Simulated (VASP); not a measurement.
An input for Quantum ESPRESSO's pw.x (written as the equivalent of a VASP run, and not itself run):

```
&CONTROL
  calculation = 'scf'
  pseudo_dir = './pseudo'
  outdir = './out'
  tprnfor = .true.
  tstress = .true.
/
&SYSTEM
  ibrav = 0
  nat = 2
  ntyp = 2
  ecutwfc = 46.3
  occupations = 'smearing'
  smearing = 'gaussian'
  degauss = 0.003675
  input_dft = 'vdw-df-obk8'
/
&ELECTRONS
  conv_thr = 7.3e-09
  electron_maxstep = 100
/
ATOMIC_SPECIES
  Rb 85.468 Rb.upf
  Br 79.904 Br.upf
CELL_PARAMETERS angstrom
     0.0000000    3.4995286    3.4995286
     3.4995286    0.0000000    3.4995286
     3.4995286    3.4995286    0.0000000
ATOMIC_POSITIONS crystal
  Rb   0.0000000  0.0000000  0.0000000
  Br   0.5000000  0.5000000  0.5000000
K_POINTS automatic
  7 7 7 0 0 0
```

**Question.** Write the VASP files for the same calculation (optB88-vdW).

**Answer.** One answer among several that fit: 
INCAR:
```
LCHARG=F
LWAVE=F
LMAXMIX=4   # l cut-off of mixed one-centre charges
GGA=BO
LASPH=T   # aspherical one-centre terms
SIGMA=0.05
ALGO=Normal
PREC=Accurate
LUSE_VDW=T
PARAM2=0.22
ISMEAR=0   # Gaussian
LREAL=F   # projection in real space or not
ENCUT=520   # plane-wave cut-off (eV)
AGGAC=0.0
NELM=100
PARAM1=0.1833333333
EDIFF=1E-7   # SCF stop (eV)
ISIF=2
SYSTEM=RbBr
```

**POSCAR**
```
RbBr
4.9490810
  0.0000000000   0.7071067492   0.7071067492
  0.7071067492   0.0000000000   0.7071067492
  0.7071067492   0.7071067492   0.0000000000
Rb Br
1 1
Cart
  0.0000000000   0.0000000000   0.0000000000
  0.7071067492   0.7071067492   0.7071067492
```

**KPOINTS**
```
K-points
0
G
7 7 7
0 0 0
```

POTCAR, in this order: Rb_sv Br (PBE.64 set). Program: vasp_std.

Limits of the translation: the potentials are each code's own (VASP's PAW set, PseudoDojo norm-conserving files in pw.x), so ENCUT and ecutwfc are chosen apart and not converted; conv_thr bounds pw.x's estimated SCF error, while EDIFF bounds the energy change between steps.

The compound is RbBr in the rock salt structure. This cell is one point of a volume scan, at 1.06 of the reference volume.
